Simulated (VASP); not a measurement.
These are PBEsol GGA, VASP's PBE PAW potentials (set 64) (plane waves; VASP) values and carry that method's errors.

VASP ran on this input.

### POSCAR
```
SiGe
1
    3.9028653298     0.0000000000     0.0000000000
   -1.9514326649     3.3799805133     0.0000000000
    0.0000000000     0.0000000000     6.4401998586
Si Ge
2 2
Direct
  0.3333330000   0.6666670000   0.0003663539
  0.6666670000   0.3333330000   0.5003663539
  0.3333330000   0.6666670000   0.3746336461
  0.6666670000   0.3333330000   0.8746336461
```

### INCAR
```
# general
SYSTEM  = SiGe
PREC    = Accurate
ENCUT   = 500   # plane-wave cut-off (eV)
LREAL   = .FALSE.   # projection in real space or not
LASPH   = .TRUE.   # aspherical one-centre terms

# electronic loop
EDIFF   = 1E-6
NELM    = 100   # most electronic steps
ALGO    = Normal
LMAXMIX = 4   # l cut-off of mixed one-centre charges

# smearing
ISMEAR  = 0
SIGMA   = 0.05   # width (eV)

# functional
GGA     = PS   # PBEsol

# ions
IBRION  = 2   # conjugate gradients
NSW     = 40   # most ionic steps
ISIF    = 3
EDIFFG  = -0.02
PSTRESS = 50

# output
LWAVE   = .FALSE.
LCHARG  = .FALSE.
```

KPOINTS:
```
Regular mesh
0
G
7 7 4
```

POTCAR, in this order: Si Ge_d (PBE.64 set). Program: vasp_std.

Problem. What will the output report for the number of irreducible k-points (NKPTS), largest plane-wave count, number of space-group operations, FFT grid (NGX, NGY, NGZ)?

Solution. 
```yaml
number of irreducible k-points (NKPTS): 24
largest_plane_wave_count: 2174
number_of_space_group_operations: 12
FFT grid (NGX, NGY, NGZ): 28 × 28 × 48
```

The structure was generated: SiGe was put into the wurtzite type (P6_3mc), which need not be its known phase. This run relaxes it under an external pressure of 5 GPa. Symmetry was kept, so distortions that lower it aren't found.
